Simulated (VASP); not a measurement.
Consider the following.

```
BaS
1.0
    4.56150     0.00000     0.00000
    0.00000     6.45093     0.00000
    0.00000     0.00000    24.26604
Ba S
4 4
Cartesian
  0.00000   0.00000   8.84943
  2.28075   3.22547  10.90219
  0.00000   0.00000  13.36384
  2.28075   3.22547  15.41661
  2.28075   0.00000  10.87037
  0.00000   3.22547   8.85800
  2.28075   0.00000  15.40804
  0.00000   3.22547  13.39567
```

Computed with r2SCAN meta-GGA, VASP's PBE PAW potentials (set 64) (plane waves; VASP). Settings: PREC = Normal, 400 eV cut-off, 5×3×1 Γ-centred mesh, Gaussian smearing of 0.050 eV, potentials Ba_sv S.

**Question.** Estimate the energy per atom (σ→0).

**Answer.** 
```
Quantity                        Result
---------------------  ---------------
energy per atom (σ→0)  -19275 meV/atom
```

Only differences to runs with the same potentials and settings are physical.

The cell is a thin slab with vacuum, built from BaS (rock salt): (110) face.
